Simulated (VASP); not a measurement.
Input for VASP

POSCAR:
```
CsGeBr3
1.0
  5.5333300000   0.0000000000   0.0000000000
  0.0000000000   5.5333300000   0.0000000000
  0.0000000000   0.0000000000   5.5333300000
Cs Ge Br
1 1 3
Cartesian
  0.0097939941   0.0185200555  -0.0062747962
  2.7874537208   2.6565295997   2.8267901638
  2.8389247565   2.8855485950  -0.0113543932
  0.0249110517   2.8237191656   2.7222046935
  2.6389170103  -0.0843168825   2.7686293322
```

**KPOINTS**
```
Automatic mesh
0
Gamma
3 3 3
0 0 0
```

INCAR:
```
# general
SYSTEM =CsGeBr3
PREC   =Accurate
ENCUT  =300
LREAL  =F
LASPH  =T

# electronic loop
EDIFF  =1E-6
NELM   =100
ALGO   =Normal
LMAXMIX=4

# smearing
ISMEAR =-1
SIGMA  =0.01

# functional
GGA    =PS

# ions
ISIF   =2

# output
LWAVE  =F
LCHARG =F
```

POTCAR, in this order: Cs_sv Ge_d Br (PBE.64 set). Program: vasp_std.

Problem. Translate this PBEsol calculation to Ansatz.

Solution. One equivalent input (not run):
Ansatz 0.2 input:
```yaml
crystal:
  lattice:
    - [5.5333300, 0.0000000, 0.0000000]
    - [0.0000000, 5.5333300, 0.0000000]
    - [0.0000000, 0.0000000, 5.5333300]
  atoms:
    - { symbol: Cs, position: [0.0017700, 0.0033470, -0.0011340] }
    - { symbol: Ge, position: [0.5037570, 0.4800960, 0.5108660] }
    - { symbol: Br, position: [0.5130590, 0.5214850, -0.0020520] }
    - { symbol: Br, position: [0.0045020, 0.5103110, 0.4919650] }
    - { symbol: Br, position: [0.4769130, -0.0152380, 0.5003550] }
kpoints:
  mp_grid: { grid: [3, 3, 3] }
hamiltonian:
  xc: pbesol
  pseudopotentials: { kind: paw }
scf:
  occupations: { method: fermi_dirac, width: 0.01 }
  max_iter: 100
output: { forces: true, stress: true, eigenvalues: true }
```
What does not carry over: each code has its own PAW files, so the cut-off isn't converted (ENCUT is set for VASP's; basis.ecutwfc is left out, and Ansatz then takes the one that its files recommend); Ansatz stops its SCF on the density residual and VASP on the energy change (EDIFF).

The structure comes from a computed database's CsGeBr3 entry; how it stands against other phases isn't given here. The cell was not relaxed at this level, atoms are displaced from their ideal sites.
